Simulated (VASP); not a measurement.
Molecule: C3H4, in a box.

```xyz
7
Lattice="14.1933 0.0000 0.0000 0.0000 14.6933 0.0000 0.0000 0.0000 15.1933" Properties=species:S:1:pos:R:3 pbc="T T T"
C     6.0800    7.3511    8.9459
C     6.8086    7.3833    7.9794
C     7.6822    7.4227    6.8197
H     5.4365    7.3229    9.7998
H     7.6887    8.4245    6.3632
H     7.3541    6.7049    6.0521
H     8.7179    7.1713    7.0953
```

Base run:

```yaml
Program: VASP 6.6.1
Functional: RPBE
Potentials_or_basis: VASP PAW PBE potentials, release 64 (C, H)
Cutoff: 400 eV
k_mesh: 1 × 1 × 1
Occupations: gaussian, width 0.01 eV
Spin: no spin polarisation
```

Its results: gap between the frontier levels 5.81 eV; largest force 0.357 eV/Å.

Task: The run is repeated on the same cell with these changes: functional from RPBE to PBE. What comes out?

Result: Gap between the frontier levels 5.93 eV; largest force 0.011 eV/Å.

Caveats: the standard files for N, O and F lose accuracy on very short bonds; the PAW data sets were made with another functional, which shifts forces and pressure a little (some runs).

